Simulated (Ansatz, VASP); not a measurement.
BiIr in VASP and in Ansatz

```
Ir Bi
1.0
     0.00000    2.89038    2.89038
     2.89038    0.00000    2.89038
     2.89038    2.89038    0.00000
Ir Bi
1 1
Direct
  0.00000 0.00000 0.00000
  0.25000 0.25000 0.25000
```

Alike in both runs: task single point; functional PBE; k mesh 6 × 6 × 6; occupations gaussian, width 0.05 eV; no spin polarisation.

```csv
,VASP,Ansatz
version,VASP 6.6.1,Ansatz 0.2.0
potentials or method,"VASP PAW PBE potentials, release 64 (Ir, Bi_d)","scalar-relativistic, plane waves, PAW"
plane-wave cutoff (eV),520,420
valence electrons in the cell,24,32
```

|  | VASP | Ansatz | Ansatz less VASP |
| --- | --- | --- | --- |
| gap on the k mesh at the Fermi level (eV) | none | none | - |
| pressure (GPa) | 23.7 | 23.5 | -0.22 |

A gap of «none» marks a metal or a gap that the smearing closes. The two sets of potentials don't hold the same shells in valence.

Caveats: so large a pressure means that the cell lies far from this level's equilibrium, or that cutoff or potentials fall short (VASP); spin-orbit coupling is left out, which moves the levels of the heavy elements.
